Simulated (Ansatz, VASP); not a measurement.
## ScHg: VASP beside Ansatz

```
Sc Hg
1.0
     3.52451    0.00000    0.00000
     0.00000    3.52451    0.00000
     0.00000    0.00000    3.52451
Sc Hg
1 1
Direct
  0.50000 0.50000 0.50000
  0.00000 0.00000 0.00000
```

Alike in both runs: task relaxation of cell and atoms; functional LDA; k mesh 12 × 12 × 12; occupations gaussian, width 0.1 eV; no spin polarisation.

|  | VASP | Ansatz |
| --- | --- | --- |
| version | VASP 6.6.1 | Ansatz 0.2.0 |
| potentials or method | VASP PAW LDA potentials, release 64 (Sc_sv, Hg) | scalar-relativistic, plane waves, PAW |
| plane-wave cutoff (eV) | 600 | 420 |
| valence electrons in the cell | 23 | 31 |

|  | VASP | Ansatz | Ansatz less VASP |
| --- | --- | --- | --- |
| gap on the k mesh at the Fermi level, each at its own relaxed structure (eV) | none | none | - |
| relaxed volume (Å³/atom) | 20.24 | 20.11 | -0.133 |
| relaxed cell length with the largest relative difference (Å) | 3.434 | 3.426 | -0.0076 |
| energy change over the relaxation (meV/atom) | -35 | -41 | -5.9 |

A gap of «none» marks a metal or a gap that the smearing closes. The two sets of potentials don't hold the same shells in valence.

The runs have no spin-orbit coupling, so splittings on Hg are missing. LDA usually gives volumes a few per cent too small. Zero-point motion and thermal expansion aren't in these numbers.
